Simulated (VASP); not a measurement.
OSZICAR of a VASP run on ZrC (rock salt):

### OSZICAR
```
       N       E                     dE             d eps       ncg     rms          rms(c)
DAV:   1     0.107714806218E+03    0.10771E+03   -0.89785E+03  2880   0.135E+03
DAV:   2    -0.172232615475E+02   -0.12494E+03   -0.11784E+03  3372   0.331E+02
DAV:   3    -0.227388873630E+02   -0.55156E+01   -0.54201E+01  4288   0.627E+01
DAV:   4    -0.229126015207E+02   -0.17371E+00   -0.17359E+00  3676   0.104E+01
DAV:   5    -0.229164062400E+02   -0.38047E-02   -0.38045E-02  4212   0.135E+00    0.215E+01
DAV:   6    -0.195934601428E+02    0.33229E+01   -0.16429E+01  3264   0.284E+01    0.826E+00
DAV:   7    -0.194678731372E+02    0.12559E+00   -0.74305E-01  3412   0.698E+00    0.602E+00
DAV:   8    -0.194613195209E+02    0.65536E-02   -0.13645E-01  3092   0.349E+00    0.145E+00
DAV:   9    -0.194571490445E+02    0.41705E-02   -0.30683E-02  3516   0.118E+00    0.457E-01
DAV:  10    -0.194574934905E+02   -0.34445E-03   -0.19896E-03  3368   0.573E-01    0.354E-01
DAV:  11    -0.194572747756E+02    0.21871E-03   -0.70997E-04  3192   0.211E-01    0.171E-02
DAV:  12    -0.194572726986E+02    0.20770E-05   -0.12885E-05  4188   0.385E-02    0.115E-02
DAV:  13    -0.194572726629E+02    0.35643E-07   -0.44461E-07  3364   0.633E-03
   1 F= -.19958930E+02 E0= -.19958930E+02  d E =0.000000E+00
```

Q: Which electronic solver shows in the log?

A: It is blocked Davidson (ALGO = Normal, or the opening steps of other solvers). The INCAR had ALGO = Normal.

Q: Can the final energy be trusted as converged?

A: The calculation finished and met its thresholds. It stopped with EDIFF = 1E-7, NELM = 100 (PBE GGA with D4 dispersion, plane waves, VASP's PBE PAW potentials (set 64)).

The compound is ZrC in the rock salt structure. It was relaxed first.
